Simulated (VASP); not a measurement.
The input files of a VASP run:

KPOINTS:
```
K-points
0
G
  14 14 14
```

### INCAR
```
SYSTEM = C
PREC = Accurate
ENCUT = 520
EDIFF = 1E-7
NELM = 100
ALGO = Normal
LREAL = .FALSE.
LASPH = .TRUE.
ISMEAR = -5
GGA = PE
IVDW = 11
LWAVE = .FALSE.
LCHARG = .TRUE.
LORBIT = 11
NEDOS = 601
ISIF = 2
```

POSCAR:
```
C
1
    0.0000000000     1.7827112856     1.7827112856
    1.7827112856    -0.0000000000     1.7827112856
    1.7827112856     1.7827112856     0.0000000000
C
2
Direct
  0.0000000000   0.0000000000   0.0000000000
  0.2500000000   0.2500000000   0.2500000000
```

POTCAR, in this order: C (PBE.64 set). Program: vasp_std.

Problem. Write an equivalent input for Quantum ESPRESSO's pw.x.

Solution. One equivalent input (not run):
```
&CONTROL
  calculation = 'scf'
  pseudo_dir = './pseudo'
  outdir = './out'
  tprnfor = .true.
  tstress = .true.
/
&SYSTEM
  ibrav = 0
  nat = 2
  ntyp = 1
  ecutwfc = 82
  occupations = 'tetrahedra'
  input_dft = 'pbe'
  vdw_corr = 'grimme-d3'
  dftd3_version = 3
  dftd3_threebody = .false.
/
&ELECTRONS
  conv_thr = 7.3e-09
  electron_maxstep = 100
/
ATOMIC_SPECIES
  C 12.011 C.upf
CELL_PARAMETERS angstrom
     0.0000000    1.7827113    1.7827113
     1.7827113   -0.0000000    1.7827113
     1.7827113    1.7827113    0.0000000
ATOMIC_POSITIONS crystal
  C    0.0000000  0.0000000  0.0000000
  C    0.2500000  0.2500000  0.2500000
K_POINTS automatic
  14 14 14 0 0 0
```
Limits of the translation: the potentials are each code's own (VASP's PAW set, PseudoDojo norm-conserving files in pw.x), so ENCUT and ecutwfc are chosen apart and not converted; conv_thr bounds pw.x's estimated SCF error, while EDIFF bounds the energy change between steps.

The compound is C in the diamond structure. It was relaxed first.
